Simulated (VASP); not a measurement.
OSZICAR of a VASP run on FeAl (CsCl type):

OSZICAR:
```
       N       E                     dE             d eps       ncg     rms          rms(c)
DAV:   1     0.158273771356E+02    0.15827E+02   -0.43713E+03  1016   0.102E+03
DAV:   2    -0.236448736216E+02   -0.39472E+02   -0.37876E+02  1024   0.171E+02
DAV:   3    -0.247324402037E+02   -0.10876E+01   -0.10706E+01  1193   0.383E+01
DAV:   4    -0.247538357901E+02   -0.21396E-01   -0.21367E-01  1315   0.474E+00
DAV:   5    -0.247542626327E+02   -0.42684E-03   -0.42681E-03  1248   0.547E-01    0.154E+01
DAV:   6    -0.261598505001E+02   -0.14056E+01   -0.94801E+01  1138   0.159E+02    0.211E+01
DAV:   7    -0.211858011851E+02    0.49740E+01   -0.44539E+01  1099   0.895E+01    0.284E+00
DAV:   8    -0.212114948711E+02   -0.25694E-01   -0.21798E-01  1035   0.467E+00    0.214E+00
DAV:   9    -0.212214760855E+02   -0.99812E-02   -0.19261E-01  1147   0.803E+00    0.775E-01
DAV:  10    -0.212116243815E+02    0.98517E-02   -0.69471E-02  1144   0.460E+00    0.212E-01
DAV:  11    -0.212164192052E+02   -0.47948E-02   -0.35636E-02  1086   0.325E+00    0.412E-01
DAV:  12    -0.212141280693E+02    0.22911E-02   -0.17864E-02  1058   0.220E+00    0.502E-02
DAV:  13    -0.212142401263E+02   -0.11206E-03   -0.41711E-04  1333   0.260E-01    0.305E-02
DAV:  14    -0.212142493427E+02   -0.92164E-05   -0.21127E-05  1056   0.560E-02    0.210E-02
DAV:  15    -0.212142494398E+02   -0.97010E-07   -0.18132E-05  1077   0.669E-02    0.500E-03
DAV:  16    -0.212142528258E+02   -0.33860E-05   -0.22173E-06   684   0.237E-02    0.167E-03
DAV:  17    -0.212142527904E+02    0.35416E-07   -0.11499E-07   513   0.451E-03
   1 F= -.21214253E+02 E0= -.21214411E+02  d E =0.473502E-03
```

Task: Which electronic solver shows in the log?

Result: It is blocked Davidson (ALGO = Normal, or the opening steps of other solvers). The INCAR had ALGO = Normal.

Task: How was spin treated?

Result: Without spin polarisation: there is no mag entry.

Task: Can the final energy be trusted as converged?

Result: Self-consistency was reached. It stopped with EDIFF = 1E-6, NELM = 100 (r2SCAN meta-GGA, plane waves, VASP's PBE PAW potentials (set 64)).

The compound is FeAl in the CsCl type structure. The cell was not relaxed at this level. The run is one of a series of settings (GGA removed, LMIXTAU = .TRUE., METAGGA = R2SCAN against the base run), some of them coarse on purpose. The run is not spin-polarised, so no magnetic state was tried. The electron count is odd and the run is not spin-polarised, which forces a metal.
